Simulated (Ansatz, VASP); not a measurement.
## Al (liquid Al at 1400 K) in two plane-wave programs

One calculation is typed for both programs; each brings its own data sets. How far apart do they land? The cell is taken from a series of runs on this material, whose earlier steps may have relaxed, scaled, displaced or heated it; both programs get it as it stands.

Method: plane waves, with VASP 6.6.1 beside it; single point at PBE, in Ansatz 0.2.0.

**1. Starting point**

The cell holds 138 atoms: 138 Al. Cell: a = 13.957 Å, b = 13.957 Å, c = 13.957 Å, α = 90.0°, β = 90.0°, γ = 90.0°. As first built, before any earlier steps moved the atoms (in the runner's words): 138 atoms (138 Al) placed at random at 2.39 g/cm^3, melted at 1400 K for 10 ps at fixed volume with the Finnis-Sinclair Al potential (Mendelev, file Al_mm.eam.fs of the LAMMPS distribution). Snapshot at the end of a hold of 10 ps at 1400 K and zero pressure.

**2. VASP: single point, PBE**

A single point gives forces, pressure and levels at one fixed geometry, so differences don't come from the geometry; what else differs is listed under the comparison.

Lines of VASP's logs that name or quote its potential files are left out, and so is its time.

Contents of INCAR:

```
SYSTEM = Al
PREC = Accurate
ENCUT = 500
EDIFF = 1E-06
NELM = 120
ISMEAR = 1
SIGMA = 0.15
LREAL = Auto
ALGO = Normal
GGA = PE
NBANDS = 303
LORBIT = 11
LWAVE = .FALSE.
LCHARG = .FALSE.
ISIF = 2
LASPH = .TRUE.
GGA_COMPAT = .FALSE.
```

Contents of POSCAR:

```
Al
1.0
   13.9573300000      0.0000000000      0.0000000000
    0.0000000000     13.9573300000      0.0000000000
    0.0000000000      0.0000000000     13.9573300000
Al
138
Direct
    0.8261800000      0.4796000000      0.1828300000
    0.5688100000      0.5647600000      0.3688400000
    0.9768600000      0.0183500000      0.4173400000
    0.6060400000      0.4718000000      0.7488800000
    0.7549600000      0.5635300000      0.6678600000
    0.8506000000      0.7508600000      0.2890800000
    0.8251400000      0.3978900000      0.0166500000
    0.8565500000      0.9811900000      0.6559200000
    0.3123600000      0.6834900000      0.5486300000
    0.6354500000      0.2042800000      0.5133500000
    0.0925100000      0.6119500000      0.9576000000
    0.6269000000      0.8481000000      0.5418300000
    0.2889900000      0.2607000000      0.0114200000
    0.7160000000      0.4159300000      0.3648600000
    0.9817700000      0.8192600000      0.5282300000
    0.5424000000      0.2265900000      0.8433900000
    0.9784400000      0.7660700000      0.9324200000
    0.9334900000      0.6661200000      0.7801600000
    0.6792500000      0.9314000000      0.7325000000
    0.9900100000      0.5908900000      0.6276200000
    0.6684200000      0.6668900000      0.4925800000
    0.4231700000      0.9925600000      0.1047600000
    0.1374300000      0.6910600000      0.6597100000
    0.6534700000      0.4584000000      0.0863400000
    0.5233400000      0.5943000000      0.1869300000
    0.1119800000      0.4070900000      0.6874600000
    0.0252400000      0.8046900000      0.3533200000
    0.0354700000      0.1601800000      0.9548300000
    0.7778300000      0.9291000000      0.0404000000
    0.1484700000      0.7077700000      0.4625000000
[... 102 atom lines left out ...]
    0.7694000000      0.3570900000      0.6282200000
    0.6293000000      0.4667500000      0.5402800000
    0.1198100000      0.0001700000      0.2202000000
    0.9712200000      0.8377400000      0.1705900000
    0.1436800000      0.1518400000      0.4724800000
    0.3740000000      0.7788200000      0.3531300000
```

Contents of KPOINTS:

```
Automatic mesh
0
Gamma
1 1 1
0 0 0
```

PAW data sets: Al (PBE family, release 64).

Command:

```console
$ export OMP_NUM_THREADS=3
$ mpirun -np 1 vasp_gam
```

Numbers of over 12 decimals in the logs are rounded to 6 here.

The log of the run:

```text
[banner, memory and clock lines left out]
running    1 mpi-ranks, on    1 nodes
[...]
Offloading initialized ...    1 GPUs detected
[...]
LDA part: xc-table for (Slater+PW92), standard interpolation
 POSCAR, INCAR and KPOINTS ok, starting setup
[...]
entering main loop
       N       E                     dE             d eps       ncg     rms          rms(c)
DAV:   1     0.133926042794E+04    0.13393E+04   -0.15744E+05   606   0.112E+03
DAV:   2    -0.288140046246E+03   -0.16274E+04   -0.14781E+04   780   0.168E+02
DAV:   3    -0.472869886572E+03   -0.18473E+03   -0.17326E+03   772   0.475E+01
DAV:   4    -0.478897815400E+03   -0.60279E+01   -0.59339E+01   732   0.928E+00
[...]
DAV:  18    -0.467320279822E+03    0.19518E-05   -0.36911E-06   556   0.335E-03    0.548E-03
DAV:  19    -0.467320278610E+03    0.12117E-05   -0.11997E-06   388   0.161E-03    0.204E-03
DAV:  20    -0.467320277937E+03    0.67256E-06   -0.24988E-07   372   0.913E-04
   1 F= -.46732028E+03 E0= -.46732133E+03  d E =0.316353E-02
```

OUTCAR, selected parts (step 2):

```text
  Total       35.3687076      3.8424609     27.6715276     13.8233002      0.4704957      6.2030408
  in kB       20.8412005      2.2641907     16.3055959      8.1454537      0.2772421      3.6551751
  external PRESSURE =      13.1369957 kB  Pullay stress =       0.0000000 kB

 POSITION                                       TOTAL-FORCE (eV/Angst)
 -----------------------------------------------------------------------------------
     11.53127      6.69394      2.55182        -0.015661      1.032080     -0.053838
      7.93907      7.88254      5.14802         0.065557     -0.321378      0.356742
     13.63436      0.25612      5.82495         0.279011      0.280757     -0.350917
[...]
4.25475     12.42454      7.27400         0.922579     -0.638922      0.431370
      9.60837      2.07322     10.10874        -0.858311     -0.713498     -0.022861
      1.27081      7.20770      5.15179         2.346544      0.825042      0.867216
      5.90646      6.25623      3.52604         0.379163     -0.841510     -0.267791
      1.73364     11.92947      0.74825         1.177700     -0.056192      0.258286
     11.86848      4.55637      3.75815         0.343657     -1.439794      0.169934
      4.85241      2.00344      5.04278         0.179029     -0.183824      0.744908
      1.87991      0.52954     12.04992         0.425774     -0.790854     -0.054603
     13.13301      3.92145      1.11198         1.939168      0.022732      2.300414
      2.40722      2.95128     10.26994        -0.605881     -0.516436     -1.226314
[...]
-----------------------------------------------------------------------------------
    total drift:                                0.006036      0.022682     -0.030239

  FREE ENERGIE OF THE ION-ELECTRON SYSTEM (eV)
  ---------------------------------------------------
  free  energy   TOTEN  =      -467.3202779372 eV

  energy  without entropy=     -467.3234414628  energy(sigma->0) =     -467.32133245

[... 3 further parts left out ...]
[key lines of the parts left out:]
E-fermi :   6.0427
```

The gap is under twice the smearing width, so the edge states are partly filled and the run can't tell a small gap from a semimetal. Methfessel-Paxton smearing is not meant for a cell with a gap.

**3. Ansatz: single point, PBE**

Ansatz runs on its default PAW (the set named soft_2) files.

The same cell, functional, mesh and smearing now go to Ansatz, which takes its cutoff from its data sets.

Contents of input.yaml:

```yaml
crystal:
  lattice:
    - [13.95733, 0.0, 0.0]
    - [0.0, 13.95733, 0.0]
    - [0.0, 0.0, 13.95733]
  atoms:
    - { symbol: Al, position: [0.82618, 0.4796, 0.18283] }
    - { symbol: Al, position: [0.56881, 0.56476, 0.36884] }
    - { symbol: Al, position: [0.97686, 0.01835, 0.41734] }
    - { symbol: Al, position: [0.60604, 0.4718, 0.74888] }
    - { symbol: Al, position: [0.75496, 0.56353, 0.66786] }
    - { symbol: Al, position: [0.8506, 0.75086, 0.28908] }
    - { symbol: Al, position: [0.82514, 0.39789, 0.01665] }
    - { symbol: Al, position: [0.85655, 0.98119, 0.65592] }
    - { symbol: Al, position: [0.31236, 0.68349, 0.54863] }
    - { symbol: Al, position: [0.63545, 0.20428, 0.51335] }
    - { symbol: Al, position: [0.09251, 0.61195, 0.9576] }
    - { symbol: Al, position: [0.6269, 0.8481, 0.54183] }
    - { symbol: Al, position: [0.28899, 0.2607, 0.01142] }
    - { symbol: Al, position: [0.716, 0.41593, 0.36486] }
    - { symbol: Al, position: [0.98177, 0.81926, 0.52823] }
    - { symbol: Al, position: [0.5424, 0.22659, 0.84339] }
    - { symbol: Al, position: [0.97844, 0.76607, 0.93242] }
    - { symbol: Al, position: [0.93349, 0.66612, 0.78016] }
    - { symbol: Al, position: [0.67925, 0.9314, 0.7325] }
    - { symbol: Al, position: [0.99001, 0.59089, 0.62762] }
    - { symbol: Al, position: [0.66842, 0.66689, 0.49258] }
    - { symbol: Al, position: [0.42317, 0.99256, 0.10476] }
    - { symbol: Al, position: [0.13743, 0.69106, 0.65971] }
    - { symbol: Al, position: [0.65347, 0.4584, 0.08634] }
    - { symbol: Al, position: [0.52334, 0.5943, 0.18693] }
    - { symbol: Al, position: [0.11198, 0.40709, 0.68746] }
    - { symbol: Al, position: [0.02524, 0.80469, 0.35332] }
    - { symbol: Al, position: [0.03547, 0.16018, 0.95483] }
    - { symbol: Al, position: [0.77783, 0.9291, 0.0404] }
    - { symbol: Al, position: [0.14847, 0.70777, 0.4625] }
[... 102 atom lines left out ...]
    - { symbol: Al, position: [0.7694, 0.35709, 0.62822] }
    - { symbol: Al, position: [0.6293, 0.46675, 0.54028] }
    - { symbol: Al, position: [0.11981, 0.00017, 0.2202] }
    - { symbol: Al, position: [0.97122, 0.83774, 0.17059] }
    - { symbol: Al, position: [0.14368, 0.15184, 0.47248] }
    - { symbol: Al, position: [0.374, 0.77882, 0.35313] }
kpoints:
  mp_grid: { grid: [1, 1, 1] }
hamiltonian:
  xc: pbe
scf:
  occupations: { method: methfessel_paxton, width: 0.15 }
output:
  forces: true
  stress: true
  populations: true
  dos:
    method: { smearing: { sigma: 0.15 } }
    de: 0.1
    projected: { site_lists: { Al: [Al] } }
  eigenvalues: true
  write_density: true
  write_potential: true
  volumetric_format: npy
  elf: true
```

Command:

```console
$ ansatz run input.yaml --threads 4 --pin off --max-ram 8192MiB --backend cpu --events-out ev --progress --plain --runs-dir out
```

The log of the run:

```text
Engine: ansatz 0.2.0, x86_64-unknown-linux-gnu
Pseudopotentials: kind: paw
Pseudopotential: Al, paw, valence charge 3, recommended cutoff 420 eV (normal), Al.paw.azcp
Functional definition: PBE
  parameter kappa = 0.804
  parameter beta = 0.066725
  exchange = pbe_x(kappa = kappa, mu = beta*pi^2/3)
  correlation = pbe_c(beta = beta)
Crystal: 138 atoms, lattice volume = 2718.986 Å³
Basis set: ecut = 420 eV, 52923 PW (Γ), exchange–correlation on 192×192×192 points (8 copies of the dense FFT grid, shifted against one another)
Bands: 345, of which v1, the nominal top of the filled ones, is band 207 counted from 1 (206 counted from 0)
Symmetry: 1 space group operations
Space group: P1 (ITA 1), of the structure as read, at distance tolerance 1.4e-4 Å
k-points: 1
Non-local potential: Al, projectors of the file, l = 0: 2, l = 1: 2, l = 2: 1
PAW form: soft (Blöchl's): semilocal exchange-correlation on the pseudo side does not see the compensation charge
PAW one-centre angular grid: Al, 110 points (default); XC on 64 Gauss nodes
Initial density: superposition of atomic densities (neutral atoms: chi_scale 0, normalization atom), corrected by the library's trained network
Initial wavefunctions: pseudopotential atomic-orbital guess
Functional: x = pbe(κ = 0.804, μ = 0.219515), c = pbe(β = 0.066725)
SCF iter   1: F=—  HF=-74125.800894 eV  |F-HF|=—  |Δ(HF+E_count)|=         —  Δρ=3.05e-3  dr2=1.17e0  ethr=1.77e-3  ⟨swp⟩=8.0  Hψ=2119  notcnv=0
preconditioner: auto → Kerker (q_TF=auto, 1.994 Å⁻¹)  [metal: Δε(μ)=0.034 eV  Ē_g=6.102 eV  σ=0.150 eV  W_gap=0.19  n_scr=364 (ndim 8)  ℏωp=14.5 eV  f_vac=0.000  D(μ)=74.96/eV (n_scr^D=484)]
SCF iter   2: F=—  HF=-74125.695645 eV  |F-HF|=—  |Δ(HF+E_count)|=   1.05e-1  S|Δr|=    0.00e0  Δρ=1.78e-3  dr2=3.33e-1  ethr=2.83e-4  ⟨swp⟩=1.0  Hψ=397  notcnv=0
SCF iter   3: F=—  HF=-74125.647690 eV  |F-HF|=—  |Δ(HF+E_count)|=   4.80e-2  S|Δr|=    0.00e0  Δρ=3.04e-4  dr2=7.51e-3  ethr=8.04e-5  ⟨swp⟩=3.0  Hψ=455  notcnv=0
SCF iter   4: F=—  HF=-74125.646990 eV  |F-HF|=—  |Δ(HF+E_count)|=   7.00e-4  S|Δr|=    0.00e0  Δρ=1.16e-4  dr2=7.08e-4  ethr=1.81e-6  ⟨swp⟩=2.0  Hψ=476  notcnv=0
SCF iter   5: F=—  HF=-74125.646945 eV  |F-HF|=—  |Δ(HF+E_count)|=   4.53e-5  S|Δr|=    0.00e0  Δρ=2.66e-5  dr2=5.23e-5  ethr=1.71e-7  ⟨swp⟩=2.0  Hψ=434  notcnv=0
SCF iter   6: F=—  HF=-74125.647425 eV  |F-HF|=—  |Δ(HF+E_count)|=   4.81e-4  S|Δr|=    0.00e0  Δρ=8.71e-6  dr2=7.33e-6  ethr=1.26e-8  ⟨swp⟩=3.0  Hψ=505  notcnv=0
SCF iter   7: F=—  HF=-74125.647426 eV  |F-HF|=—  |Δ(HF+E_count)|=   6.01e-7  S|Δr|=    0.00e0  Δρ=2.27e-6  dr2=5.82e-7  ethr=1.77e-9  ⟨swp⟩=2.0  Hψ=306  notcnv=0
SCF iter   8: F=-74125.647426 eV  HF=-74125.647426 eV  |F-HF|=1.23e-8  |Δ(HF+E_count)|=   2.44e-8  S|Δr|=    0.00e0  Δρ=7.57e-7  dr2=4.26e-8  ethr=2.42e-11  ⟨swp⟩=21.0  Hψ=2555  notcnv=0
SCF 1 converged in 8 iterations: F = -74125.647426 eV  dr2 = 4.26e-8
  greatest PAW one-centre occupation: 0.501 electrons in one spin orbital (limit 2), on the Al atom at site 89 (counted from 0), in its partial waves of l = 0
SCF converged after 8 iterations
Stability not checked: this state was not tested for a lower state beside it, because cold or Methfessel-Paxton smearing, or corrected tetrahedra, fill the levels in a way that the test cannot read (fill_not_monotonic; see scf.lower_state_search)
Free energy (F): -74125.647426 eV
Harris-Foulkes:  -74125.647426 eV  (|F-HF|=1.23e-8)
Internal energy: -74125.650536 eV  (E = F + TS)
E sigma→0 (E₀):  -74125.648204 eV
Entropy (-TS):   0.003110 eV (0.023 meV/atom)
Fermi energy:    5.992921 eV
Step filling:    the computed levels leave a gap of 0.0306 eV = 0.2 smearing widths at the electron count; against every level under it full and every level over it empty, smearing changes F+E_penalty+E_count by -7.090 meV and its σ→0 estimate by -7.867 meV
--- Per-component energies (eV) ---
  E_band       = 821.425162
  E_kinetic    = 2978.635491
  E_local      = 87.699983  (includes V_loc(G=0)·N_el)
  E_nonlocal   = 1488.105628
  E_hartree    = 324.912648
  E_xc         = -5389.409179
  E_vxc        = -3868.586749  (∫ρ·V_xc dr)
  E_paw        = -64501.206204  (= ΣΔE_a)
  E_vpaw       = -514.254185  (= ΣTr[D̂ρ^β])
  E_aug_tail   = -0.000288  (compensation charges beyond the density's cutoff)
  E_ewald      = -9114.388615
  E_smearing   = 0.003110  (= −TS)
  E_closure    = 0.000000  (closes the sum)
  Σ components = -74125.647426   (vs F -74125.647426, Δ=0.00e0)
--- Forces (eV/Å), atoms counted from 1 ---
  atom   1  Al    -0.01492509     1.03099039    -0.05630932
  atom   2  Al     0.06433962    -0.32320249     0.35667678
  atom   3  Al     0.27903141     0.28177132    -0.35046753
  atom   4  Al    -0.15707721     0.05699802     0.29704101
  atom   5  Al     0.00085088     0.56388945     0.90699626
  atom   6  Al    -0.47238902     0.79430920    -0.72476406
[...]
atom  98  Al     0.21208928    -0.69710060    -0.67052291
  atom  99  Al    -1.78892789    -0.76269936     2.85232717
  atom 100  Al     0.73176636     0.97077727    -0.64641596
  atom 101  Al     1.29086982     1.42190807    -0.07469305
  atom 102  Al    -1.20061929    -0.08787890     0.39256101
  atom 103  Al    -1.88775575    -1.40272310    -1.27043368
  atom 104  Al     1.34676870     0.46085188     0.74885958
  atom 105  Al    -1.15172196     0.12387667     1.07378539
  atom 106  Al    -0.55794368     0.74960022     1.51915429
  atom 107  Al     0.28020554     0.68087923     0.09271774
  atom 108  Al    -0.54631923    -0.08368451     0.27114105
  atom 109  Al    -1.36818188     0.24611839     1.65680351
  atom 110  Al    -0.12139356    -0.00191391    -0.22991992
  atom 111  Al     1.70896197     1.31521809    -2.43696723
  atom 112  Al    -0.17243151    -1.37394855     0.88656068
  atom 113  Al     0.34853769     0.18679339    -0.37650234
  atom 114  Al    -0.37913032     1.24146583     0.78659252
  atom 115  Al     0.13636963    -0.44136843     0.19165439
[...]
atom 131  Al     0.06283654    -0.22043924     0.39630752
  atom 132  Al     0.68304692     1.20687050     2.75672942
  atom 133  Al     0.33236735     0.36955029    -0.13443874
  atom 134  Al    -0.73792179     0.31378804    -0.32485921
  atom 135  Al    -0.35752007     0.09152953    -0.64069675
  atom 136  Al    -0.12066628     0.17409888    -0.43463717
  atom 137  Al    -1.10404570    -2.70231027     0.11489901
  atom 138  Al    -0.06551775    -0.71468961    -0.12100671
  max |Σ_I F_I| component: 1.88e-5 eV/Å
--- Stress (GPa, compression-positive) ---
        2.105513       0.814063       0.365443
        0.814063       0.244124       0.025391
        0.365443       0.025391       1.652769
  P = ⅓ Tr σ = 1.3341 GPa (13.341 kbar)
--- Band table (eV) ---
  k-point 0: bands = [... 203 lower, 5.9042, 5.9275, 5.9643, 5.9779, 6.0084, 6.0142, 6.0551, 6.0922, ... 134 higher]
--- Löwdin populations: 138 sites ---
  site symbol       q [e]
     0     Al      2.9441
     1     Al      3.0229
     2     Al      2.8856
     3     Al      2.9473
     4     Al      2.9542
     5     Al      3.0227
     6     Al      3.0440
     7     Al      2.9141
     8     Al      3.0877
     9     Al      2.9532
    10     Al      2.9251
    11     Al      3.0124
    12     Al      3.0352
    13     Al      2.9389
    14     Al      3.0431
    15     Al      2.9423
    16     Al      3.0461
    17     Al      2.8932
    18     Al      2.9823
    19     Al      2.9487
    20     Al      2.9901
    21     Al      2.9680
    22     Al      2.9298
    23     Al      3.0108
[...]
130     Al      2.9314
   131     Al      2.9835
   132     Al      2.9701
   133     Al      2.9073
   134     Al      2.8669
   135     Al      2.9356
   136     Al      2.9926
   137     Al      2.9722
  spilling = 0.012331 (of n_electrons = 414.000000)
```

In the SCF lines HF is the Harris–Foulkes energy and dr2 the Hartree energy of the density residual, in eV; the loop may stop once dr2 is under the threshold and the program's other checks hold. Hψ counts applications of the Hamiltonian.

**4. Side by side**

Known differences besides the potentials themselves: the cutoff is 420 eV in Ansatz and 500 eV in VASP (PREC = Accurate, projectors in real space). Total energies have different zeros and are not compared.

The two programs side by side:

```
      quantity  Ansatz  VASP  difference
pressure (GPa)    1.33  1.31       +0.02
```

Forces on 10 of the 138 atoms, those with the largest forces and the largest differences (eV/Å; atoms numbered as in POSCAR):

```
 atom          Ansatz x, y, z            VASP x, y, z
 Al13     2.342, 1.210, 3.465     2.343, 1.207, 3.466
 Al38     1.370, 1.233, 2.107     1.368, 1.238, 2.105
 Al44   -0.525, 0.190, -0.013   -0.516, 0.191, -0.011
 Al81     1.939, 0.024, 2.301     1.939, 0.023, 2.300
 Al99   -1.789, -0.763, 2.852   -1.789, -0.764, 2.853
Al103  -1.888, -1.403, -1.270  -1.881, -1.400, -1.267
Al111    1.709, 1.315, -2.437    1.710, 1.315, -2.434
Al122   -1.510, 0.437, -1.359   -1.510, 0.439, -1.350
Al132     0.683, 1.207, 2.757     0.685, 1.207, 2.758
Al137   -1.104, -2.702, 0.115   -1.104, -2.704, 0.115
```

The forces differ by 2.1 meV/Å r.m.s., which is 0.2 % of the r.m.s. force of 0.863 eV/Å (both taken over all components).

**5. Outcome**

- r.m.s. force difference (single point, PBE): 0.24 % of the r.m.s. force

What this shows: The r.m.s. force difference is 0.24 % of the r.m.s. force (single point, PBE), within the 3 % picked in this series as the mark of a large difference. Such differences can come from data sets, numerical settings and the points named under the comparisons, not from the functional's error against experiment.

[Lines on the potential files, build, host, timing and source positions are cut from VASP's logs without a mark.]

[Logs are printed without paths, hosts, clocks, repeated set-up lines and the standing remarks that a program may print on its own settings, such as how far it seeks lower states.]

[Hosts, paths, dates, database ids (printed as entryN), source tags and the programs' standing remarks are cut or masked in the printed files.]
